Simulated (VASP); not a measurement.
A VASP calculation is set up with these files.

### POSCAR
```
SiC
1.0
  1.4676327744  -2.5420142633   0.0000000000
  1.4676327744   2.5420142633   0.0000000000
  0.0000000000   0.0000000000   4.8128423586
Si C
2 2
Direct
  0.6666670000   0.3333330000   0.4996232787
  0.3333330000   0.6666670000   0.9996232787
  0.6666670000   0.3333330000   0.8753767213
  0.3333330000   0.6666670000   0.3753767213
```

File KPOINTS:
```
Automatic mesh
0
Gamma
9 9 5
0 0 0
```

INCAR:
```
SYSTEM = SiC
PREC = Accurate
ENCUT = 620
EDIFF = 1E-6
NELM = 100
ALGO = Normal
LREAL = .FALSE.
LASPH = .TRUE.
ISMEAR = 0
SIGMA = 0.05
GGA = PE
LWAVE = .FALSE.
LCHARG = .FALSE.
IBRION = 2
ISIF = 3
NSW = 40
EDIFFG = -0.02
PSTRESS = 450
```

POTCAR, in this order: Si C (PBE.64 set). Program: vasp_std.

Problem. Translate this PBE calculation to Quantum ESPRESSO's pw.x.

Solution. One equivalent input (not run):
```
&CONTROL
  calculation = 'vc-relax'
  pseudo_dir = './pseudo'
  outdir = './out'
  tprnfor = .true.
  tstress = .true.
  nstep = 40
  forc_conv_thr = 0.00078
/
&SYSTEM
  ibrav = 0
  nat = 4
  ntyp = 2
  ecutwfc = 82
  occupations = 'smearing'
  smearing = 'gaussian'
  degauss = 0.003675
  input_dft = 'pbe'
/
&ELECTRONS
  conv_thr = 7.3e-08
  electron_maxstep = 100
/
&IONS
/
&CELL
  press = 450
/
ATOMIC_SPECIES
  Si 28.085 Si.upf
  C 12.011 C.upf
CELL_PARAMETERS angstrom
     1.4676328   -2.5420143   -0.0000000
     1.4676328    2.5420143    0.0000000
     0.0000000    0.0000000    4.8128424
ATOMIC_POSITIONS crystal
  Si   0.6666670  0.3333330  0.4996233
  Si   0.3333330  0.6666670  0.9996233
  C    0.6666670  0.3333330  0.8753767
  C    0.3333330  0.6666670  0.3753767
K_POINTS automatic
  9 9 5 0 0 0
```
Limits of the translation: the potentials are each code's own (VASP's PAW set, PseudoDojo norm-conserving files in pw.x), so ENCUT and ecutwfc are chosen apart and not converted; conv_thr bounds pw.x's estimated SCF error, while EDIFF bounds the energy change between steps; forc_conv_thr acts on force components and is met together with etot_conv_thr.

The compound is SiC in the wurtzite structure, the rare 2H polytype. It was relaxed first under an external pressure of 45 GPa.
